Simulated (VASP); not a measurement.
Given:

```
CELL_PARAMETERS angstrom
      1.53776    -2.66349     0.00000
      1.53776     2.66349     0.00000
      0.00000     0.00000     3.48093
ATOMIC_POSITIONS crystal
  Mg 0.00000 0.00000 0.00000
  B  0.33333 0.66667 0.50000
  B  0.66667 0.33333 0.50000
```

Calculation: r2SCAN meta-GGA, VASP's PBE PAW potentials (set 64) (plane waves; VASP 6.6.1). Settings: 600 eV cut-off, 10×10×8 Γ-centred mesh, first-order Methfessel-Paxton smearing of 0.10 eV, potentials Mg B.

Each row applies one change to this cell, which was relaxed at other settings and keeps the small stress of the first row; at a fixed cut-off the stress holds a Pulay part, so it need not integrate to ΔE exactly. Stress is in GPa, positive when the cell is compressed.

```tsv
change	ΔE (meV/atom)	σxx	σyy	σzz	largest shear component, with its sign (GPa)	largest force (eV/Å)
none	0.0	-0.20	-0.20	0.24	0.00	0.000
isotropic strain of -1.0 %	4.4	5.51	5.51	4.02	0.00	0.000
biaxial strain of +3.0 % in the yz plane with the ions relaxed	(withheld)	(withheld)	(withheld)	(withheld)	(withheld)	(withheld)
biaxial strain of +2.0 % in the yz plane with the ions relaxed	8.7	-2.37	-9.42	-4.91	0.00	0.000
atom 3 (B) moved by 0.050 Å along z	(withheld)	(withheld)	(withheld)	(withheld)	(withheld)	(withheld)
isotropic strain of +3.0 %	35.4	-13.84	-13.84	-8.56	0.00	0.000
```

Problem. Complete the blanks.

Solution. 
- atom 3 (B) moved by 0.050 Å along z, ΔE (meV/atom): 5.0
- atom 3 (B) moved by 0.050 Å along z, σxx: -0.11
- atom 3 (B) moved by 0.050 Å along z, σyy: -0.11
- atom 3 (B) moved by 0.050 Å along z, σzz: 0.28
- atom 3 (B) moved by 0.050 Å along z, largest shear component, with its sign (GPa): 0.00
- atom 3 (B) moved by 0.050 Å along z, largest force (eV/Å): 0.598
- biaxial strain of +3.0 % in the yz plane with the ions relaxed, ΔE (meV/atom): 19.3
- biaxial strain of +3.0 % in the yz plane with the ions relaxed, σxx: -3.09
- biaxial strain of +3.0 % in the yz plane with the ions relaxed, σyy: -13.42
- biaxial strain of +3.0 % in the yz plane with the ions relaxed, σzz: -7.37
- biaxial strain of +3.0 % in the yz plane with the ions relaxed, largest shear component, with its sign (GPa): 0.00
- biaxial strain of +3.0 % in the yz plane with the ions relaxed, largest force (eV/Å): 0.004

Failed runs are left out, and for metals the shear rows, which the mesh's noise covers.

The compound is MgB2 in the AlB2 type structure.
